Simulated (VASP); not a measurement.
```xyz
2
Lattice="2.7970 0.0000 0.0000 0.0000 2.7970 0.0000 0.0000 0.0000 2.7970" Properties=species:S:1:pos:R:3 pbc="T T T"
Ru     0.0000     0.0000     0.0000
S      1.3985     1.3985     1.3985
```

These are PBE GGA, VASP's PBE PAW potentials (set 64) (plane waves; VASP) values and carry that method's errors. Run with 400 eV cut-off, 9×9×9 Γ-centred mesh, Fermi-Dirac smearing of 0.010 eV, potentials Ru_pv S.

### Question
Give the stress tensor in GPa (positive for a compressed cell).

### Answer

```
62.00   0.00   0.00
 0.00  62.00   0.00
 0.00   0.00  62.00
```
The pressure is its mean diagonal, 62.00 GPa.

The structure was generated: RuS was put into the CsCl type (Pm-3m), which need not be its known phase. The cell was not relaxed at this level. The run is one of a series of settings (ISMEAR = -1, SIGMA = 0.01 against the base run), some of them coarse on purpose.
